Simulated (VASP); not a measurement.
CaHI, 6 atoms in the cell. The structure is tetragonal, space group P4/nmm (No. 129). The conventional cell has a = 4.071 Å, b = 4.071 Å, c = 8.941 Å, α = 90.00°, β = 90.00°, γ = 90.00°. I (site symmetry 4mm) has 4 Ca at 3.23 Å and 4 H at 3.55 Å as nearest neighbours. Ca (site symmetry 4mm) is surrounded by 4 H at 2.49 Å. H (site symmetry -4m2) is surrounded by 4 Ca at 2.49 Å. 

```yaml
Program: VASP 6.6.1
Task: single point
Functional: PBEsol
Potentials_or_basis: VASP PAW PBE potentials, release 64 (I, Ca_sv, H)
Cutoff: 520 eV
k_mesh: 7 × 7 × 3
Occupations: fermi-dirac, width 0.05 eV
Spin: no spin polarisation
Ladder: free
Further_INCAR_settings: ALGO = Normal; EDIFF = 1e-07; NBANDS = 27
```

Potentials or basis: VASP PAW PBE potentials, release 64 (I, Ca_sv, H).

The run is started by

```bash
$ cat potpaw_PBE.64/I/POTCAR potpaw_PBE.64/Ca_sv/POTCAR potpaw_PBE.64/H/POTCAR > POTCAR
$ mpirun -np 2 vasp_std > vasp.out
```

Hardware: 2 MPI ranks on Intel(R) Xeon(R) Platinum 8488C (Sapphire Rapids) (shared host).

Problem. How long does it take, and how much memory?

Solution. Run time: 32 s on 2 MPI ranks on Intel(R) Xeon(R) Platinum 8488C (Sapphire Rapids), with other jobs on the host, peak memory 0.27 GiB a rank. Counts: scf iterations 16, k points 20.
